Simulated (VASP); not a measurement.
A convergence study with VASP on C (diamond): one setting is varied, all else stays as given below, so the limit is that of these other settings.

```xyz
2
Lattice="0.0000 1.7835 1.7835 1.7835 0.0000 1.7835 1.7835 1.7835 0.0000" Properties=species:S:1:pos:R:3 pbc="T T T"
C      0.0000     0.0000     0.0000
C      0.8918     0.8918     0.8918
```

All values below come from LDA (Ceperley-Alder, Perdew-Zunger), VASP's LDA PAW potentials (set 64) (plane waves; VASP). The tightest run used: 700 eV cut-off, 22×22×22 Γ-centred mesh, tetrahedra with Blöchl corrections, potentials C.

Gaps are read on the run's mesh, which can miss a band edge.

### Question
The settings run are 3×3×3 mesh; 4×4×4 mesh; 5×5×5 mesh; 6×6×6 mesh; 7×7×7 mesh; 8×8×8 mesh; 9×9×9 mesh; 10×10×10 mesh; 11×11×11 mesh; 12×12×12 mesh; 13×13×13 mesh; 14×14×14 mesh; 15×15×15 mesh; 16×16×16 mesh; 17×17×17 mesh; 18×18×18 mesh; 19×19×19 mesh; 20×20×20 mesh; 21×21×21 mesh; 22×22×22 mesh. From which on does the stress (every component) stay within 0.5 GPa of the tightest run?

### Answer
From 5×5×5 mesh on: it is off by 0.26 there and by no more than 0.5 in any finer run, while 4×4×4 mesh is off by 1.05.
```csv
setting,E (eV/atom),pressure (GPa),gap on the mesh (eV),irreducible k-points,difference judged (GPa)
3×3×3 mesh,-9.8377,-7.73,4.069,4,4.93
4×4×4 mesh,-10.0587,-11.62,4.400,8,1.05
5×5×5 mesh,-10.1074,-12.41,4.130,10,0.26
6×6×6 mesh,-10.1195,-12.60,4.123,16,0.07
7×7×7 mesh,-10.1228,-12.65,4.224,20,0.02
8×8×8 mesh,-10.1237,-12.66,4.101,29,0.01
9×9×9 mesh,-10.1240,-12.67,4.125,35,0.00
10×10×10 mesh,-10.1241,-12.67,4.136,47,0.00
11×11×11 mesh,-10.1241,-12.67,4.098,56,0.00
12×12×12 mesh,-10.1241,-12.67,4.125,72,0.00
13×13×13 mesh,-10.1241,-12.67,4.110,84,0.00
14×14×14 mesh,-10.1241,-12.67,4.100,104,0.00
15×15×15 mesh,-10.1241,-12.67,4.125,120,0.00
16×16×16 mesh,-10.1241,-12.67,4.102,145,0.00
17×17×17 mesh,-10.1241,-12.67,4.102,165,0.00
18×18×18 mesh,-10.1241,-12.67,4.116,195,0.00
19×19×19 mesh,-10.1241,-12.67,4.099,220,0.00
20×20×20 mesh,-10.1241,-12.67,4.104,256,0.00
21×21×21 mesh,-10.1241,-12.67,4.106,286,0.00
22×22×22 mesh,-10.1241,-12.67,4.098,328,0.00
```

Left out are rungs that failed or repeat a setting and relaxations that didn't move; long series are thinned to 24 rows.

The compound is C in the diamond structure. The cell was not relaxed at this level.
